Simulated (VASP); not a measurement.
An input for Quantum ESPRESSO's pw.x (written as the equivalent of a VASP run, and not itself run):

```
&CONTROL
  calculation = 'scf'
  pseudo_dir = './pseudo'
  outdir = './out'
  tprnfor = .true.
  tstress = .true.
/
&SYSTEM
  ibrav = 0
  nat = 4
  ntyp = 2
  ecutwfc = 62.5
  occupations = 'tetrahedra'
  input_dft = 'pbesol'
/
&ELECTRONS
  conv_thr = 7.3e-09
  electron_maxstep = 100
/
ATOMIC_SPECIES
  Pb 207.200 Pb.upf
  S 32.060 S.upf
CELL_PARAMETERS angstrom
     2.9484390   -2.9483966    0.0026197
     2.9484390    2.9483966    0.0026197
    -2.0543741    0.0000000   22.1114128
ATOMIC_POSITIONS crystal
  Pb   0.7364449  0.7196130  0.9368837
  Pb   0.2803870  0.2635551  0.0631163
  S    0.2415322  0.2177641  0.9425444
  S    0.7822359  0.7584678  0.0574556
K_POINTS automatic
  6 6 2 0 0 0
```

### Question
Translate this input to VASP (INCAR, KPOINTS, POSCAR, choice of POTCAR).

### Answer
This is not unique; one that fits is 
**POSCAR**
```
PbS
4.1696930
  0.7071117807  -0.7071016053   0.0006282736
  0.7071117807   0.7071016053   0.0006282736
 -0.4926919394   0.0000000000   5.3028874893
Pb S
2 2
Cart
  0.5680006486  -0.0119018760   4.9691037837
  0.3535309735  -0.0119018760   0.3350402527
 -0.1396102313  -0.0168064492   4.9984956127
  1.0611418534  -0.0168064492   0.3056484237
```

**KPOINTS**
```
Automatic mesh
0
G
 6 6 2
```

INCAR:
```
! general
SYSTEM =PbS
PREC   =Accurate
ENCUT  =400
LREAL  =F   ! projection in real space or not
LASPH  =T   ! aspherical one-centre terms

! electronic loop
EDIFF  =1E-7
NELM   =100
ALGO   =Normal   ! blocked Davidson
LMAXMIX=4   ! l cut-off of mixed one-centre charges

! smearing
ISMEAR =-5

! functional
GGA    =PS

! ions
ISIF   =2

! output
LWAVE  =F
LCHARG =T
LORBIT =11   ! lm-projected
NEDOS  =601   ! DOS grid

! other
LEFG   =T
```

POTCAR, in this order: Pb_d S (PBE.64 set). Program: vasp_std.

The two are equivalent in intent, not identical: the potentials are each code's own (VASP's PAW set, PseudoDojo norm-conserving files in pw.x), so ENCUT and ecutwfc are chosen apart and not converted; conv_thr bounds pw.x's estimated SCF error, while EDIFF bounds the energy change between steps; the field gradients of LEFG aren't asked of the other code.

The cell is a sheet with vacuum, built from a database entry that may be metastable or hypothetical.
